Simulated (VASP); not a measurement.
All values below come from PBE GGA, VASP's PBE PAW potentials (set 64) (plane waves; VASP).

VASP input:

File POSCAR:
```
KZnF3
1.0
  4.0438116365   0.0000000000   0.0000000000
  0.0000000000   4.0438116365   0.0000000000
  0.0000000000   0.0000000000   4.0438116365
K Zn F
1 1 3
direct
  0.0000000000   0.0000000000   0.0000000000
  0.5000000000   0.5000000000   0.5000000000
  0.5000000000   0.0000000000   0.5000000000
  0.0000000000   0.5000000000   0.5000000000
  0.5000000000   0.5000000000   0.0000000000
```

File KPOINTS:
```
Automatic mesh
0
Gamma
6 6 6
0 0 0
```

INCAR:
```
! general
SYSTEM   =  KZnF3
PREC     =  Accurate
ENCUT    =  620
LREAL    =  .False.
LASPH    =  .True.

! electronic loop
EDIFF    =  1E-6
NELM     =  100
ALGO     =  Normal
LMAXMIX  =  4

! smearing
ISMEAR   =  0
SIGMA    =  0.05

! functional
GGA      =  PE

! ions
IBRION   =  2
NSW      =  40
ISIF     =  3
EDIFFG   =  -0.02
PSTRESS  =  100

! output
LWAVE    =  .False.
LCHARG   =  .False.
```

POTCAR, in this order: K_sv Zn F (PBE.64 set). Program: vasp_std.

Task: What will the output report for the number of irreducible k-points (NKPTS), largest plane-wave count, number of space-group operations, FFT grid (NGX, NGY, NGZ)?

Result: 
* **number of irreducible k-points (NKPTS)**: 20
* **largest plane-wave count**: 2360
* **number of space-group operations**: 48
* **FFT grid (NGX, NGY, NGZ)**: 36 × 36 × 36

The compound is KZnF3 in the cubic perovskite structure. This run relaxes it under an external pressure of 10 GPa. Symmetry was kept, so distortions that lower it aren't found.
